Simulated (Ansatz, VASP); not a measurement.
# TaAs in two plane-wave programs

Aim: how closely do two programs agree when they are given the same cell, functional and k mesh? The cell is taken from a series of VASP runs on this material, whose earlier steps may have relaxed, scaled or displaced it; both programs get it as it stands.

Main program and level: Ansatz 0.2.0; plane waves, with VASP 6.6.1 beside it; relaxation of cell and atoms at LDA and relaxation of cell and atoms at PBE.

### Step 1. Starting point

It takes space group I4_1md (No. 109, tetragonal). Conventional cell: a = 3.407 Å, b = 3.407 Å, c = 11.577 Å, α = 90.00°, β = 90.00°, γ = 90.00°. Nearest to Ta lie 6 As at 2.58 to 2.59 Å. As has 6 Ta at 2.58 to 2.59 Å nearest. Farther neighbours are not listed.

As a file:

```cif
data_structure
_symmetry_space_group_name_H-M 'P 1'
_symmetry_Int_Tables_number 1
_cell_length_a 3.4070
_cell_length_b 3.4070
_cell_length_c 6.2699
_cell_angle_alpha 105.765
_cell_angle_beta 74.235
_cell_angle_gamma 90.000
_cell_volume 67.19
loop_
_atom_site_label
_atom_site_type_symbol
_atom_site_fract_x
_atom_site_fract_y
_atom_site_fract_z
_atom_site_occupancy
Ta1 Ta 0.50026 0.49974 0.99948 1
Ta2 Ta 0.25026 0.24974 0.49948 1
As3 As 0.08234 0.91766 0.83532 1
As4 As 0.83234 0.66766 0.33532 1
```

### Step 2. VASP: relaxation of cell and atoms, LDA

The relaxed volume is the usual yardstick between codes: its relative difference is about their pressure difference at one cell divided by the bulk modulus.

Lines of VASP's logs that name or quote its potential files are left out, and so is its time.

Contents of INCAR:

```
SYSTEM = TaAs
PREC = Accurate
ENCUT = 450
EDIFF = 1E-06
NELM = 100
ISMEAR = 0
SIGMA = 0.03
LREAL = .FALSE.
ALGO = Normal
GGA = CA
NBANDS = 22
LASPH = .TRUE.
LORBIT = 11
LWAVE = .FALSE.
LCHARG = .FALSE.
KPAR = 8
IBRION = 2
NSW = 50
ISIF = 3
EDIFFG = -0.006
```

Contents of POSCAR:

```
TaAs
1.0
    0.0000000000     -3.4069992879      0.0000000000
   -3.4069992879      0.0000000000      0.0000000000
    1.7034996439     -1.7034996439     -5.7885852549
Ta As
2 2
Direct
    0.5002617061      0.4997382939      0.9994765878
    0.2502617061      0.2497382939      0.4994765878
    0.0823377139      0.9176622861      0.8353245722
    0.8323377139      0.6676622861      0.3353245722
```

Contents of KPOINTS:

```
Automatic mesh
0
Gamma
6 6 6
0 0 0
```

Potentials, in the order of the species: Ta_pv and As (LDA family, release 64).

The run is started by

```sh
$ mpirun -np 8 vasp_std
```

Numbers of over 12 decimals in the logs are rounded to 6 here.

Output:

```text
[banner, memory and clock lines left out]
running    8 mpi-ranks, on    1 nodes
 distrk:  each k-point on    1 cores,    8 groups
 distr:  one band on    1 cores,    1 groups

 POSCAR found type information on POSCAR TaAs
 POSCAR found :  2 types and       4 ions
|                                                                             |
|           W    W    AA    RRRRR   N    N  II  N    N   GGGG   !!!           |
|           W    W   A  A   R    R  NN   N  II  NN   N  G    G  !!!           |
|           W    W  A    A  R    R  N N  N  II  N N  N  G       !!!           |
|           W WW W  AAAAAA  RRRRR   N  N N  II  N  N N  G  GGG   !            |
|           WW  WW  A    A  R   R   N   NN  II  N   NN  G    G                |
|           W    W  A    A  R    R  N    N  II  N    N   GGGG   !!!           |
|                                                                             |
|     For optimal performance we recommend to set                             |
|       NCORE = 2 up to number-of-cores-per-socket                            |
|     NCORE specifies how many cores store one orbital (NPAR=cpu/NCORE).      |
|     This setting can greatly improve the performance of VASP for DFT.       |
|     The default, NCORE=1 might be grossly inefficient on modern             |
|     multi-core architectures or massively parallel machines. Do your        |
|     Unfortunately you need to use the default for GW and RPA                |
|     calculations (for HF NCORE is supported but not extensively tested      |
|     yet).                                                                   |
|                                                                             |

 LDA part: xc-table for (Slater(with rela. corr.)+CA(PZ))
 , standard interpolation
 POSCAR, INCAR and KPOINTS ok, starting setup
 FFT: planning ... GRIDC
 FFT: planning ... GRID_SOFT
 FFT: planning ... GRID
 WAVECAR not read
 entering main loop
       N       E                     dE             d eps       ncg     rms          rms(c)
DAV:   1     0.217136954824E+03    0.21714E+03   -0.15416E+04  1336   0.126E+03
DAV:   2    -0.312488565917E+02   -0.24839E+03   -0.23853E+03  1524   0.346E+02
DAV:   3    -0.405491688433E+02   -0.93003E+01   -0.90485E+01  1694   0.608E+01
DAV:   4    -0.407177656946E+02   -0.16860E+00   -0.16782E+00  1612   0.780E+00
DAV:   5    -0.407218255485E+02   -0.40599E-02   -0.40565E-02  1686   0.949E-01    0.224E+01
DAV:   6    -0.390650150086E+02    0.16568E+01   -0.49182E+00  1630   0.135E+01    0.963E+00
DAV:   7    -0.389458530439E+02    0.11916E+00   -0.44195E-01  1830   0.418E+00    0.257E+00
DAV:   8    -0.389257362376E+02    0.20117E-01   -0.38182E-02  1610   0.967E-01    0.266E-01
DAV:   9    -0.389253952943E+02    0.34094E-03   -0.25712E-03  1672   0.270E-01    0.114E-01
DAV:  10    -0.389253495820E+02    0.45712E-04   -0.25799E-04  1596   0.132E-01    0.176E-02
DAV:  11    -0.389253475359E+02    0.20462E-05   -0.25553E-05  1708   0.245E-02    0.121E-02
DAV:  12    -0.389253460536E+02    0.14823E-05   -0.73368E-06  1598   0.192E-02    0.990E-04
DAV:  13    -0.389253460483E+02    0.52887E-08   -0.25201E-07   954   0.341E-03
   1 F= -.38925346E+02 E0= -.38925330E+02  d E =-.389253E+02
 curvature:   0.00 expect dE= 0.000E+00 dE for cont linesearch  0.000E+00
 trial: gam= 0.00000 g(F)=  0.610E-05 g(S)=  0.113E-04 ort = 0.000E+00 (trialstep = 0.100E+01)
 search vector abs. value=  0.174E-04
 reached required accuracy - stopping structural energy minimisation
```

From OUTCAR (step 2):

```text
ion  position               nearest neighbor table
   1  0.500  0.500  0.999-   4 2.58   4 2.58   3 2.59   3 2.59   3 2.59   3 2.59   2 3.36   2 3.36
                             2 3.36   2 3.36
   2  0.250  0.250  0.499-   3 2.58   3 2.58   4 2.59   4 2.59   4 2.59   4 2.59   1 3.36   1 3.36
                             1 3.36   1 3.36
   3  0.082  0.918  0.835-   2 2.58   2 2.58   1 2.59   1 2.59   1 2.59   1 2.59
   4  0.832  0.668  0.335-   1 2.58   1 2.58   2 2.59   2 2.59   2 2.59   2 2.59

  LATTYP: Found a body centered tetragonal cell.
 ALAT       =     3.4069992879
 C/A-ratio  =     3.3980548663

 Subroutine GETGRP returns: Found  8 space group operations
 (whereof  4 operations were pure point group operations)

The static configuration has the point symmetry C_2v.
 The point group associated with its full space group is C_4v.

 Found     30 irreducible k-points:

   k-points           NKPTS =     30   k-points in BZ     NKDIM =     30   number of bands    NBANDS=     22

   dimension x,y,z NGX =    24 NGY =   24 NGZ =   48
   dimension x,y,z NGXF=    48 NGYF=   48 NGZF=   96

   ENCUT  =  450.0 eV  33.07 Ry    5.75 a.u.   5.89  5.89 10.84*2*pi/ulx,y,z

   NELECT =      32.0000    total number of electrons

 k-points in reciprocal lattice and weights: Automatic mesh
   0.00000000  0.00000000  0.00000000       0.005
   0.16666667  0.00000000 -0.00000000       0.037
   0.33333333  0.00000000 -0.00000000       0.037
   0.50000000  0.00000000 -0.00000000       0.019
   0.16666667  0.16666667  0.00000000       0.019
   0.33333333  0.16666667 -0.00000000       0.074
   0.50000000  0.16666667  0.00000000       0.074
  -0.33333333  0.16666667  0.00000000       0.074
  -0.16666667  0.16666667  0.00000000       0.037
[...]
-0.16666667  0.16666667  0.33333333       0.019
   0.00000000  0.00000000  0.50000000       0.005

 average (electrostatic) potential at core
       1 -36.2028       2 -36.2028       3 -50.7237       4 -50.7237

 E-fermi :   7.2332

 k-point     1 :       0.0000    0.0000    0.0000
  band No.  band energies     occupation
    ...
     12       4.7820      2.00000
     13       4.8401      2.00000
     14       5.2486      2.00000
     15       5.6435      2.00000
     16       5.6435      2.00000
     17       8.1996      0.00000
     18       8.8912      0.00000
     19       9.7236      0.00000
     20      10.5129      0.00000
     21      10.5129      0.00000
    ...

 k-point     2 :       0.1667    0.0000   -0.0000
  band No.  band energies     occupation
    ...
     12       4.5120      2.00000
     13       5.0806      2.00000
     14       5.2965      2.00000
     15       5.4697      2.00000
     16       6.1049      2.00000
     17       7.8236      0.00000
     18       8.4772      0.00000
     19       9.2221      0.00000
     20       9.9403      0.00000
     21      10.4193      0.00000
    ...

 k-point     3 :       0.3333    0.0000   -0.0000
  band No.  band energies     occupation
    ...
     12       4.0123      2.00000
     13       4.9824      2.00000
     14       5.2775      2.00000
     15       5.5157      2.00000
     16       6.8697      2.00000
     17       7.4599      0.00000
     18       8.5968      0.00000
     19       8.8629      0.00000
     20       9.6017      0.00000
     21      10.1450      0.00000
    ...

  Total        0.0206428      0.0206428     -0.0093860     -0.0000000      0.0000000     -0.0000000
  in kB        0.4922242      0.4922242     -0.2238071     -0.0000000      0.0000000     -0.0000000
  external PRESSURE =       0.2535471 kB  Pullay stress =       0.0000000 kB

  energy-cutoff  :      450.00
  volume of cell :       67.19
      direct lattice vectors                 reciprocal lattice vectors
     0.000000000 -3.406999288  0.000000000     0.000000000 -0.293513416  0.086376891
    -3.406999288  0.000000000  0.000000000    -0.293513416  0.000000000 -0.086376891
     1.703499644 -1.703499644 -5.788585255     0.000000000  0.000000000 -0.172753783

 POSITION                                       TOTAL-FORCE (eV/Angst)
 -----------------------------------------------------------------------------------
     -0.00000     -3.40700     -5.78556        -0.000000      0.000000     -0.005621
     -0.00000     -1.70350     -2.89126        -0.000000      0.000000     -0.005621
     -1.70350     -1.70350     -4.83535         0.000000     -0.000000      0.005621
     -1.70350     -3.40700     -1.94105         0.000000     -0.000000      0.005621
 -----------------------------------------------------------------------------------
    total drift:                               -0.000002      0.000002      0.000306

  FREE ENERGIE OF THE ION-ELECTRON SYSTEM (eV)
  ---------------------------------------------------
  free  energy   TOTEN  =       -38.9253460483 eV

  energy  without entropy=      -38.9253133415  energy(sigma->0) =      -38.92532969

 reached required accuracy - stopping structural energy minimisation

 total charge
# of ion       s       p       d       tot
------------------------------------------
    1        0.283   6.172   2.461   8.916
    2        0.283   6.172   2.461   8.916
    3        1.197   1.712   0.087   2.996
    4        1.197   1.712   0.087   2.996
--------------------------------------------------
tot          2.961  15.767   5.096  23.824

[... 3 further parts left out ...]
```

CONTCAR:

```
TaAs
   1.00000000000000
     0.0000000000000000   -3.4069992879000002    0.0000000000000000
    -3.4069992879000002    0.0000000000000000    0.0000000000000000
     1.7034996439000001   -1.7034996439000001   -5.7885852549000001
  Ta              As
     2     2
Direct
     0.5002617060999981    0.4997382939000019    0.9994765877999967
     0.2502617060999981    0.2497382939000019    0.4994765877999967
     0.0823377139000030    0.9176622860999970    0.8353245722000011
     0.8323377139000030    0.6676622860999970    0.3353245722000011
```

### Step 3. Ansatz: relaxation of cell and atoms, LDA

Ansatz runs on its default PAW (the set named soft_2) files.

The same cell, functional (in two slightly different forms), mesh and smearing now go to Ansatz, which takes its cutoff from its data sets.

Contents of input.yaml:

```yaml
crystal:
  lattice:
    - [0.0, -3.4069992879, 0.0]
    - [-3.4069992879, 0.0, 0.0]
    - [1.7034996439, -1.7034996439, -5.7885852549]
  atoms:
    - { symbol: Ta, position: [0.5002617061, 0.4997382939, 0.9994765878] }
    - { symbol: Ta, position: [0.2502617061, 0.2497382939, 0.4994765878] }
    - { symbol: As, position: [0.0823377139, 0.9176622861, 0.8353245722] }
    - { symbol: As, position: [0.8323377139, 0.6676622861, 0.3353245722] }
hamiltonian:
  xc: lda
  pseudopotentials: { kind: paw }
kpoints:
  mp_grid: { grid: [6, 6, 6] }
scf:
  occupations: { method: gaussian, width: 0.03 }
relax:
  f_tol: 0.01
  max_steps: 60
  cell: { stress_tol: 0.05 }
output:
  forces: true
  stress: true
```

The run is started by

```sh
$ ansatz run input.yaml --threads 4 --pin off --max-ram 9216MiB --backend cpu --events-out ev --progress --plain --runs-dir out
```

Output:

```text
Engine: ansatz 0.2.0, x86_64-unknown-linux-gnu
Pseudopotentials: kind: paw
Pseudopotential: Ta, paw, valence charge 13, recommended cutoff 420 eV (normal), Ta.paw.azcp
Pseudopotential: As, paw, valence charge 15, recommended cutoff 420 eV (normal), As.paw.azcp
Functional definition: SPW92
  exchange = slater_x
  correlation = pw_c
Crystal: 4 atoms, lattice volume = 67.192 Å³
Basis set: ecut = 420 eV, 1331 PW (Γ)
Bands: 34, of which v1, the nominal top of the filled ones, is band 28 counted from 1 (27 counted from 0)
Symmetry: 8 space group operations
Space group: I41md (ITA 109), of the structure as read, at distance tolerance 4.1e-5 Å
k-points: 30 of 216 (time reversal used)
Non-local potential: Ta, projectors of the file, l = 0: 3, l = 1: 2, l = 2: 2, l = 3: 1
Non-local potential: As, projectors of the file, l = 0: 2, l = 1: 2, l = 2: 3, l = 3: 1
PAW form: soft (Blöchl's): semilocal exchange-correlation on the pseudo side does not see the compensation charge
PAW frozen core: Ta, regenerated for the run's functional, and the local potential with it (the file was generated under x = pbe(κ = 0.804, μ = 0.219515), c = pbe(β = 0.066725))
PAW frozen core: As, regenerated for the run's functional, and the local potential with it (the file was generated under x = pbe(κ = 0.804, μ = 0.219515), c = pbe(β = 0.066725))
PAW one-centre angular grid: Ta, 590 points (default); XC on 64 Gauss nodes
PAW one-centre angular grid: As, 590 points (default); XC on 64 Gauss nodes
Initial density: superposition of atomic densities (neutral atoms: chi_scale 0, normalization atom), corrected by the library's trained network
Initial wavefunctions: pseudopotential atomic-orbital guess
Functional: x = slater, c = lda
SCF iter   1: F=—  HF=-28915.080195 eV  |F-HF|=—  |Δ(HF+E_count)|=         —  Δρ=9.48e-3  dr2=4.27e-2  ethr=1.77e-3  ⟨swp⟩=6.0  Hψ=4089  notcnv=0
preconditioner: auto → Resta (q_TF=auto, 2.647 Å⁻¹)  ε∞=7.9  [insulator: Δε(μ)=0.118 eV  Ē_g=7.701 eV  σ=0.030 eV  W_gap=0.99  n_scr=24 (ndim 8)  ℏωp=20.3 eV  f_vac=0.000  D(μ)=0.06/eV (n_scr^D=0)  ε∞_Penn≈7.9]
SCF iter   2: F=—  HF=-28915.071327 eV  |F-HF|=—  |Δ(HF+E_count)|=   8.87e-3  Δρ=5.19e-3  dr2=1.28e-2  ethr=7.63e-5  ⟨swp⟩=2.0  Hψ=1377  notcnv=0  defer=41
SCF iter   3: F=—  HF=-28915.067867 eV  |F-HF|=—  |Δ(HF+E_count)|=   3.46e-3  Δρ=5.83e-4  dr2=2.14e-4  ethr=2.28e-5  ⟨swp⟩=2.0  Hψ=1405  notcnv=0  defer=41
SCF iter   4: F=—  HF=-28915.067810 eV  |F-HF|=—  |Δ(HF+E_count)|=   5.68e-5  Δρ=1.23e-4  dr2=1.45e-5  ethr=3.83e-7  ⟨swp⟩=2.0  Hψ=1753  notcnv=0  defer=41
SCF iter   5: F=—  HF=-28915.067774 eV  |F-HF|=—  |Δ(HF+E_count)|=   3.63e-5  Δρ=6.09e-5  dr2=2.12e-6  ethr=2.59e-8  ⟨swp⟩=2.0  Hψ=1753  notcnv=0  defer=41
SCF iter   6: F=—  HF=-28915.067774 eV  |F-HF|=—  |Δ(HF+E_count)|=   1.82e-7  Δρ=1.41e-5  dr2=1.39e-7  ethr=3.79e-9  ⟨swp⟩=3.0  Hψ=1890  notcnv=0  defer=41
SCF iter   7: F=-28915.067774 eV  HF=-28915.067774 eV  |F-HF|=1.26e-9  |Δ(HF+E_count)|=   3.05e-8  Δρ=2.50e-6  dr2=3.41e-9  ethr=1.79e-10  ⟨swp⟩=4.0  Hψ=3480  notcnv=0
SCF 1 converged in 7 iterations: F = -28915.067774 eV  dr2 = 3.41e-9
  greatest PAW one-centre occupation: 1.000 electrons in one spin orbital (limit 2), on the Ta atom at site 0 (counted from 0), in its partial waves of l = 0
relax step   1: F+E_penalty+E_count = -28915.06777358 eV  Δ(F+E_penalty+E_count) = +0.000e0 eV  max|allowed force component| = 9.981e-3 eV/Å  Δτ_max = 0.0000 Å  P = -1.103 GPa  Ω = 67.192 Å³  (7 SCF iters, dr2 threshold 1.00e-7 eV, accepted)
[...]
relax step   2: F+E_penalty+E_count = -28915.06771789 eV  Δ(F+E_penalty+E_count) = +5.569e-5 eV  max|allowed force component| = 5.443e-3 eV/Å  Δτ_max = 0.0000 Å  P = +1.228 GPa  Ω = 66.414 Å³  energy of the carried Pulay correction = +2.119e-4 eV  (6 SCF iters, dr2 threshold 4.00e-7 eV, rejected (line search))
[...]
relax step   3: F+E_penalty+E_count = -28915.06915027 eV  Δ(F+E_penalty+E_count) = -1.377e-3 eV  max|allowed force component| = 2.224e-3 eV/Å  Δτ_max = 0.0005 Å  P = -0.004 GPa  Ω = 66.826 Å³  energy of the carried Pulay correction = +9.909e-5 eV  (7 SCF iters, accepted)
[...]
relax step   4: F+E_penalty+E_count = -28915.06916162 eV  Δ(F+E_penalty+E_count) = -1.135e-5 eV  max|allowed force component| = 5.270e-5 eV/Å  Δτ_max = 0.0003 Å  P = -0.000 GPa  Ω = 66.821 Å³  energy of the carried Pulay correction = +1.006e-4 eV  (6 SCF iters, dr2 threshold 1.33e-8 eV, accepted)
[...]
relax step   5: F+E_penalty+E_count = -28915.06906682 eV  Δ(F+E_penalty+E_count) = +9.480e-5 eV  max|allowed force component| = 5.212e-5 eV/Å  Δτ_max = 0.0000 Å  P = -0.001 GPa  Ω = 66.821 Å³  stress off target by 6.66e-3 GPa  SCF on the basis re-selected at this cell (its energy is not comparable with the rows above)  (8 SCF iters)
basis re-selected at this cell: Δ(F+E_penalty+E_count) = +9.480e-5 eV, ΔP = -0.001 GPa vs the last step (what re-selecting the basis moved, of the pressure what is left beyond the Pulay correction that the steps carried, after the strain that the cell walked since its last selection, with what the two solves' SCF thresholds leave and, on support functions, any second-order correction that the steps lacked; it is no m [...]
SCF converged after 8 iterations
Free energy (F): -28915.069067 eV
Harris-Foulkes:  -28915.069067 eV  (|F-HF|=3.64e-12)
Internal energy: -28915.069035 eV  (E = F + TS)
E sigma→0 (E₀):  -28915.069051 eV
Entropy (-TS):   -0.000032 eV (-0.008 meV/atom)
Fermi energy:    17.461005 eV
--- Per-component energies (eV) ---
  E_band       = -528.156543
  E_kinetic    = 949.940113
  E_local      = -3955.721384  (includes V_loc(G=0)·N_el)
  E_nonlocal   = -1288.281417
  E_hartree    = 2063.387412
  E_xc         = -596.722018
  E_vxc        = -574.083778  (∫ρ·V_xc dr)
  E_paw        = -19807.964032  (= ΣΔE_a)
  E_vpaw       = 213.214805  (= ΣTr[D̂ρ^β])
  E_aug_tail   = 0.000293  (compensation charges beyond the density's cutoff)
  E_ewald      = -6284.376269
  E_core_change = 4.668266  (= ΣΔE_core)
  E_smearing   = -0.000032  (= −TS)
  E_closure    = 0.000000  (closes the sum)
  Σ components = -28915.069067   (vs F -28915.069067, Δ=0.00e0)
--- Forces (eV/Å), atoms counted from 1 ---
  atom   1  Ta     0.00000000    -0.00000000     0.00005213
  atom   2  Ta     0.00000000    -0.00000000     0.00005213
  atom   3  As    -0.00000000     0.00000000    -0.00005212
  atom   4  As    -0.00000000     0.00000000    -0.00005212
  max |Σ_I F_I| component: 3.59e-8 eV/Å
--- Stress (GPa, compression-positive) ---
        0.001161      -0.000000      -0.000000
       -0.000000       0.001161       0.000000
       -0.000000       0.000000      -0.006661
  P = ⅓ Tr σ = -0.0014 GPa (-0.014 kbar)
--- Relaxed structure (4 steps of the walk, 3 accepted, 1 SCFs on fresh bases) ---
  F+E_penalty+E_count = -28915.06906682 eV   max|allowed force component| = 5.212e-5 eV/Å   (the final SCF, on the basis selected at the relaxed cell)
  cell:  # Å, volume = 66.8212 Å³
    - [0, -3.400778, -1.4687429966149985e-11]
    - [-3.400778, 0, 1.4687429093809696e-11]
    - [1.700389, -1.700389, -5.777742]
  atoms:
    - { symbol: Ta, position: [0.500237, 0.499763, 0.999525] }
    - { symbol: Ta, position: [0.250237, 0.249763, 0.499525] }
    - { symbol: As, position: [0.082362, 0.917638, 0.835276] }
    - { symbol: As, position: [0.832362, 0.667638, 0.335276] }
```

Wall time 8.8 s (4 threads of Intel Xeon Platinum 8488C (Sapphire Rapids), shared host); peak memory 0.41 GiB.

### Step 4. Differences

Known differences besides the potentials themselves: the two LDA forms differ slightly; both relaxations stop at a tolerance, which leaves soft axes loose, and VASP keeps its plane-wave basis; the data sets hold 56 valence electrons in Ansatz (default PAW (the set named soft_2) files) and 32 in VASP; the cutoff is 420 eV in Ansatz and 450 eV in VASP; VASP's log shows a relativistic correction to its local exchange, Ansatz's none; Ansatz adds a Pulay correction to the stress that steers its cell, VASP none. Total energies have different zeros and are not compared.

The two programs side by side:

| quantity | Ansatz | VASP | difference |
| --- | --- | --- | --- |
| volume (Å³) | 66.82 | 67.19 | -0.55 % |
| edge a after relaxation, in the typed setting (Å) | 3.401 | 3.407 | -0.18 % |
| edge c after relaxation, in the typed setting (Å) | 6.258 | 6.270 | -0.19 % |

The walks stopped with 0.00 GPa left in Ansatz and 0.03 GPa in VASP; each walk ends within a tolerance, so the volume difference is uncertain by about these residues over the bulk modulus, most in soft cells.

(Continued in part 2 of 2.)

[Lines on the potential files, build, host, timing and source positions are cut from VASP's logs without a mark.]

[Logs are printed without paths, hosts, clocks, repeated set-up lines and the standing remarks that a program may print on its own settings, such as how far it seeks lower states.]

[Hosts, paths, dates, database ids (printed as entryN), source tags and the programs' standing remarks are cut or masked in the printed files.]
